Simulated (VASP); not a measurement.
# Sb2TeO2: density of states with PBE

The system is Sb2TeO2.

```
Sb Te O
1.0
    -1.94817    1.94817    6.27542
     1.94817   -1.94817    6.27542
     1.94817    1.94817   -6.27542
Sb Te O
2 1 2
Direct
  0.65391 0.65391 0.00000
  0.34609 0.34609 0.00000
  0.00000 0.00000 0.00000
  0.25000 0.75000 0.50000
  0.75000 0.25000 0.50000
```

The cell was built by a generator and needn't be a form met in nature.

```json
{"Program": "VASP 6.6.1", "Task": "density of states", "Functional": "PBE", "Potentials or basis": "VASP PAW PBE potentials, release 64 (Sb, Te, O)", "Cutoff": "520 eV", "k mesh": "10 × 10 × 10", "Occupations": "gaussian, width 0.1 eV", "Spin": "no spin polarisation", "k mesh for the DOS": "15 × 15 × 15", "Occupations for the DOS": "tetrahedron", "Further INCAR settings": "ALGO = Fast; EDIFF = 1e-06"}
```

```
Valence electrons inside the program's atomic spheres : Sb 2.17; Te 3.39; O 4.96
```

Levels at points of the mesh, in eV from the Fermi level:
```
           k point  band 10  band 11  band 12  band 13  band 14  band 15  band 16  band 17  band 18
(0.00, 0.00, 0.00)    -3.81    -2.75    -1.76    -1.34    -1.34    -0.21     3.16     3.51     3.80
```

States per cell in windows of 1 eV (zero at the Fermi level; states under -8 eV left out):
```csv
from (eV),total,O4_p,O5_p,Te3_p,Sb1_p,Sb2_p,Sb1_s
-8.0,0.40,0.04,0.04,0.01,0.01,0.01,0.05
-7.0,2.94,0.57,0.57,0.05,0.17,0.17,0.02
-6.0,2.24,0.47,0.47,0.05,0.12,0.12,0.01
-5.0,3.35,0.74,0.74,0.10,0.17,0.17,0.04
-4.0,3.07,0.79,0.79,0.09,0.12,0.12,0.07
-3.0,1.72,0.21,0.21,0.34,0.04,0.04,0.03
-2.0,3.12,0.22,0.22,0.86,0.05,0.05,0.11
-1.0,1.50,0.10,0.10,0.48,0.02,0.02,0.07
0.0,0.50,0.02,0.02,0.03,0.07,0.07,0.00
1.0,2.58,0.14,0.14,0.11,0.38,0.38,0.03
2.0,2.94,0.22,0.22,0.14,0.43,0.43,0.04
3.0,1.94,0.14,0.14,0.15,0.31,0.31,0.01
4.0,0.05,0.00,0.00,0.00,0.01,0.01,0.00
```

Run time: 4.3 min on 4 MPI ranks on Intel(R) Xeon(R) 6975P-C (Granite Rapids), on a shared host, peak memory 0.76 GiB a rank.

 The run has no spin-orbit coupling, so splittings on Sb, Te are missing.
